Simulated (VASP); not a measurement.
Calculation: PBE GGA, VASP's PBE PAW potentials (set 64) (plane waves; VASP).

A VASP calculation is set up with these files.

INCAR:
```
SYSTEM = RuSe
PREC = Accurate
ENCUT = 400
EDIFF = 1E-6
NELM = 100
ALGO = Normal
LREAL = .FALSE.
LASPH = .TRUE.
ISMEAR = 1
SIGMA = 0.1
GGA = PE
LMAXMIX = 4
LWAVE = .FALSE.
LCHARG = .FALSE.
IBRION = 2
ISIF = 3
NSW = 60
EDIFFG = -0.01
```

File POSCAR:
```
RuSe
1
    3.1285667739    -0.0000000000     0.0000000000
    0.0000000000     3.1285667739     0.0000000000
   -0.0000000000    -0.0000000000     3.1285667739
Ru Se
1 1
Direct
  0.0000000000   0.0000000000   1.0000000000
  0.5000000000   0.5000000000   0.5000000000
```

### KPOINTS
```
Automatic mesh
0
G
11 11 11
0 0 0
```

POTCAR, in this order: Ru_pv Se (PBE.64 set). Program: vasp_std.

The resulting files:

OSZICAR:
```
       N       E                     dE             d eps       ncg     rms          rms(c)
DAV:   1     0.128337882836E+03    0.12834E+03   -0.10053E+04  1616   0.114E+03
DAV:   2    -0.925169600799E+01   -0.13759E+03   -0.13541E+03  1856   0.325E+02
DAV:   3    -0.123973151418E+02   -0.31456E+01   -0.31178E+01  1896   0.508E+01
DAV:   4    -0.124241635380E+02   -0.26848E-01   -0.26843E-01  1966   0.449E+00
DAV:   5    -0.124246938929E+02   -0.53035E-03   -0.53035E-03  1878   0.517E-01    0.117E+01
DAV:   6    -0.122485132422E+02    0.17618E+00   -0.17644E+00  1646   0.134E+01    0.556E+00
DAV:   7    -0.121719122528E+02    0.76601E-01   -0.31866E-01  1616   0.596E+00    0.389E+00
DAV:   8    -0.121625785224E+02    0.93337E-02   -0.59378E-02  1742   0.223E+00    0.420E-01
DAV:   9    -0.121622381928E+02    0.34033E-03   -0.72121E-04  1786   0.216E-01    0.240E-01
DAV:  10    -0.121620996277E+02    0.13857E-03   -0.78138E-04  1748   0.252E-01    0.167E-02
DAV:  11    -0.121620990292E+02    0.59849E-06   -0.26977E-05  1910   0.535E-02    0.756E-03
DAV:  12    -0.121620985622E+02    0.46701E-06   -0.23303E-06  1496   0.159E-02
   1 F= -.12162099E+02 E0= -.12162270E+02  d E =-.121621E+02
       N       E                     dE             d eps       ncg     rms          rms(c)
DAV:   1    -0.121779890892E+02   -0.15890E-01   -0.27999E-01  1610   0.642E+00    0.985E-01
DAV:   2    -0.121661795576E+02    0.11810E-01   -0.97699E-02  1604   0.341E+00    0.380E-01
DAV:   3    -0.121621339756E+02    0.40456E-02   -0.99131E-03  1604   0.106E+00    0.124E-01
DAV:   4    -0.121619172169E+02    0.21676E-03   -0.16254E-03  1652   0.331E-01    0.394E-02
DAV:   5    -0.121619331592E+02   -0.15942E-04   -0.26213E-05  1984   0.471E-02    0.279E-02
DAV:   6    -0.121619487065E+02   -0.15547E-04   -0.11271E-05  1700   0.307E-02    0.285E-03
DAV:   7    -0.121619486653E+02    0.41226E-07   -0.29830E-07  1462   0.457E-03
   2 F= -.12161949E+02 E0= -.12162109E+02  d E =0.149897E-03
       N       E                     dE             d eps       ncg     rms          rms(c)
DAV:   1    -0.121677738095E+02   -0.58251E-02   -0.96155E-02  1598   0.377E+00    0.568E-01
DAV:   2    -0.121637920844E+02    0.39817E-02   -0.34692E-02  1598   0.202E+00    0.228E-01
DAV:   3    -0.121623236307E+02    0.14685E-02   -0.35155E-03  1604   0.629E-01    0.778E-02
DAV:   4    -0.121622413679E+02    0.82263E-04   -0.55954E-04  1652   0.190E-01    0.228E-02
DAV:   5    -0.121622435228E+02   -0.21549E-05   -0.10518E-05  1942   0.300E-02    0.161E-02
DAV:   6    -0.121622439552E+02   -0.43237E-06   -0.38954E-06  1686   0.181E-02
   3 F= -.12162244E+02 E0= -.12162413E+02  d E =-.145393E-03
```

OUTCAR:
```
------------------------ aborting loop because EDIFF is reached ----------------------------------------
  FORCE on cell =-STRESS in cart. coord.  units (eV):
  Direction    XX          YY          ZZ          XY          YZ          ZX
  --------------------------------------------------------------------------------------
  Total        0.0059071      0.0059071      0.0059071     -0.0000000     -0.0000000      0.0000000
  in kB        0.3099645      0.3099645      0.3099645     -0.0000000     -0.0000000      0.0000000
  external PRESSURE =       0.3099645 kB  Pullay stress =       0.0000000 kB
  volume of cell :       30.53
      direct lattice vectors                 reciprocal lattice vectors
     3.125527742 -0.000000000  0.000000000     0.319945968  0.000000000  0.000000000
    -0.000000000  3.125527742 -0.000000000     0.000000000  0.319945968  0.000000000
    -0.000000000 -0.000000000  3.125527742    -0.000000000  0.000000000  0.319945968
 POSITION                                       TOTAL-FORCE (eV/Angst)
 -----------------------------------------------------------------------------------
      0.00000      0.00000      0.00000         0.000000      0.000000      0.000000
      1.56276      1.56276      1.56276        -0.000000     -0.000000      0.000000
 -----------------------------------------------------------------------------------
    total drift:                               -0.000000      0.000000     -0.000000
  FREE ENERGIE OF THE ION-ELECTRON SYSTEM (eV)
  ---------------------------------------------------
  free  energy   TOTEN  =       -12.1622439552 eV

  energy  without entropy=      -12.1627498854  energy(sigma->0) =      -12.16241260

 reached required accuracy - stopping structural energy minimisation
```
(Selected blocks of OUTCAR.)

CONTCAR:
```
RuSe
   1.00000000000000
     3.1255277422530638   -0.0000000000000000    0.0000000000000000
    -0.0000000000000000    3.1255277422530638   -0.0000000000000000
    -0.0000000000000000   -0.0000000000000000    3.1255277422530638
  Ru              Se
     1     1
Direct
     0.0000000000000000    0.0000000000000000    0.0000000000000000
     0.5000000000000000    0.5000000000000000    0.5000000000000000
```

The structure was generated: RuSe was put into the CsCl type type (Pm-3m), which need not be its known phase. This run relaxes it. Symmetry was kept, so distortions that lower it aren't found. The start is the result of an earlier pass.
